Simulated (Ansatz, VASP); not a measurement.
# Two plane-wave programs on LiB2C2

INCAR

```
ALGO     = Normal         # electronic algorithm
EDIFF    = 1E-6           # SCF threshold, eV
ENCUT    = 520            # plane-wave cutoff, eV
GGA      = PE             # functional
ISIF     = 2              # what is computed and relaxed
ISMEAR   = -1             # smearing method
LASPH    = True           # aspherical terms in the spheres
LCHARG   = True           # write CHGCAR
LELF     = True           # ELF
LREAL    = False          # projectors in reciprocal space
LVHAR    = True         
LWAVE    = False          # write WAVECAR
NBANDS   = 16             # bands
NELM     = 60             # most SCF steps
PREC     = Accurate       # precision mode
SIGMA    = 0.1            # smearing width, eV
```

KPOINTS

```
k-points
0
Gamma
  7 7 3
```

The input POSCAR:

```
LiB2C2
1.0
    2.7146442900      0.0000000000      0.0000000000
   -1.3573221400      2.3509509200      0.0000000000
    0.0000000000      0.0000000000      7.1180530000
Li B C
1 2 2
Direct
    0.0000000000      0.0000000000      0.5000000000
    0.3333333298      0.6666666695      0.7498129994
    0.6666666702      0.3333333305      0.2501870006
    0.3333333298      0.6666666695      0.2732190003
    0.6666666702      0.3333333305      0.7417809997
```

Input for Ansatz:

```yaml
crystal:
  lattice:
    - [2.71464429, 0.0, 0.0]
    - [-1.35732214, 2.35095092, 0.0]
    - [0.0, 0.0, 7.118053]
  atoms:
    - { symbol: Li, position: [0.0, 0.0, 0.5] }
    - { symbol: B, position: [0.3333333298395675, 0.6666666695023986, 0.7498129994255451] }
    - { symbol: B, position: [0.6666666701604326, 0.3333333304976014, 0.25018700057445487] }
    - { symbol: C, position: [0.3333333298395675, 0.6666666695023986, 0.27321900033618746] }
    - { symbol: C, position: [0.6666666701604326, 0.3333333304976014, 0.7417809996638125] }
kpoints:
  mp_grid:
    grid: [7, 7, 3]
hamiltonian:
  xc: pbe
scf:
  occupations:
    method: fermi_dirac
    width: 0.1
output:
  forces: true
```

The cell comes from a database or a generator and needn't be the stable form of this composition.

Alike in both runs: task single point; functional PBE; k mesh 7 × 7 × 3; occupations fermi-dirac, width 0.1 eV; no spin polarisation.

```csv
,VASP,Ansatz
version,VASP 6.6.1,Ansatz 0.2.0
potentials or method,"VASP PAW PBE potentials, release 64 (Li_sv, B, C)","plane waves, PAW"
plane-wave cutoff (eV),520,420
valence electrons in the cell,17,17
```

Ansatz gave:

```
gap on the k mesh at the Fermi level (eV) : none
rms of the force components (eV/Å)        : 0.428
```

Task: What did VASP give for the same quantities?

Result: gap on the k mesh at the Fermi level (eV): none; rms of the force components (eV/Å): 0.426.

Atom by atom the forces differ by 0.003 eV/Å (rms over components). A gap of «none» marks a metal or a gap that the smearing closes. The functional is the same, so the differences come from potentials, cutoffs and numerics.

Caveats: the k mesh is coarse (spacing up to 0.38 Å⁻¹), so the values aren't converged; forces of over 1 eV/Å show positions far from the minimum, so gaps and moduli don't describe the material at rest.
